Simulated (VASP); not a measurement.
The system is SnSe2.

```
CELL_PARAMETERS angstrom
3.83942 0.00000 0.00000
-1.91971 3.32504 0.00000
0.00000 0.00000 6.00918
ATOMIC_POSITIONS crystal
Sn 0.00000 0.00000 0.00000
Se 0.33333 0.66667 0.26558
Se 0.66667 0.33333 0.73442
```

| Property | Result |
| --- | --- |
| Program | VASP 6.6.1 |
| Task | relaxation of cell and atoms |
| Functional | HSE06 |
| Potentials or basis | VASP PAW PBE potentials, release 64 (Sn_d, Se) |
| Cutoff | 520 eV |
| k mesh | 6 × 6 × 3 |
| Occupations | gaussian, width 0.03 eV |
| Spin | no spin polarisation |

At the start: pressure -0.7 GPa; volume 25.57 Å³/atom.

Q: Where does the relaxation end?

A: Over 22 steps the energy falls by 31.1 meV/atom and the volume is 28.92 Å³/atom (+13.1 %); space group P-3m1 (No. 164, to 0.05 Å).

The path:
| step | energy change (eV) | largest force (eV/Å) | pressure (GPa) | volume (Å³) |
| --- | --- | --- | --- | --- |
| 1 | 0.0000 | 0.5849 | -0.71 | 76.71 |
| 2 | -0.0176 | 0.1417 | 1.54 | 75.46 |
| 3 | -0.0178 | 0.1858 | 1.29 | 75.57 |
| 4 | -0.0370 | 0.1104 | 0.78 | 77.03 |
| 5 | -0.0563 | 0.0592 | -0.17 | 80.70 |
| 6 | -0.0773 | 0.0288 | -0.16 | 81.79 |
| 7 | -0.0859 | 0.1480 | -0.04 | 83.08 |
| 8 | -0.0886 | 0.0143 | 0.52 | 83.53 |
| 9 | -0.0887 | 0.0269 | 0.70 | 83.66 |
| 10 | -0.0903 | 0.0290 | 0.55 | 84.29 |
| 11 | -0.0928 | 0.0376 | 0.15 | 86.17 |
| 12 | -0.0929 | 0.0396 | 0.07 | 86.63 |
| 13 | -0.0932 | 0.0095 | -0.03 | 86.76 |
| 14 | -0.0932 | 0.0226 | -0.13 | 86.89 |
| 15 | -0.0933 | 0.0198 | -0.02 | 86.79 |
| 16 | -0.0933 | 0.0190 | 0.01 | 86.76 |
| 17 | -0.0933 | 0.0192 | 0.03 | 86.76 |
| 18 | -0.0933 | 0.0193 | -0.01 | 86.78 |
| 19 | -0.0933 | 0.0197 | -0.01 | 86.78 |
| 20 | -0.0933 | 0.0191 | -0.02 | 86.79 |
| 21 | -0.0933 | 0.0197 | -0.01 | 86.79 |
| 22 | -0.0934 | 0.0099 | 0.00 | 86.77 |

Final structure:
```cif
data_structure
_symmetry_space_group_name_H-M 'P 1'
_symmetry_Int_Tables_number 1
_cell_length_a 3.8257
_cell_length_b 3.8257
_cell_length_c 6.8459
_cell_angle_alpha 90.000
_cell_angle_beta 90.000
_cell_angle_gamma 120.000
_cell_volume 86.77
loop_
_atom_site_label
_atom_site_type_symbol
_atom_site_fract_x
_atom_site_fract_y
_atom_site_fract_z
_atom_site_occupancy
Sn1 Sn 0.00000 0.00000 0.00000 1
Se1 Se 0.33333 0.66667 0.22791 1
Se2 Se 0.66667 0.33333 0.77209 1
```

Caveat: the PAW data sets were made with another functional, which shifts forces and pressure a little; this functional lacks dispersion, which binds the layers, so the pressure and a relaxed spacing across them are unreliable; the volume moved by +13 % from the deposited cell, more than functionals usually miss.
